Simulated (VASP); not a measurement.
Given:

```xyz
2
Lattice="1.4900 -2.5808 0.0000 1.4900 2.5808 0.0000 0.0000 0.0000 5.6200" Properties=species:S:1:pos:R:3 pbc="T T T"
Cd     1.4900     0.8603     1.4050
Cd     1.4900    -0.8603     4.2150
```

Method: PBE GGA, VASP's PBE PAW potentials (set 64) (plane waves; VASP). Numerical set-up: 300 eV cut-off, 15×15×7 Γ-centred mesh, Fermi-Dirac smearing of 0.14 eV, potentials Cd.

At this cut-off the stress carries a Pulay error, which pulls relaxed volumes low.

Q: Give the stress tensor in GPa (positive for a compressed cell).

A: 
```
3.40  0.00  0.00
0.00  3.40  0.00
0.00  0.00  2.84
```
The pressure is its mean diagonal, 3.21 GPa.

The structure is a typed Cd crystal. The cell was not relaxed at this level.
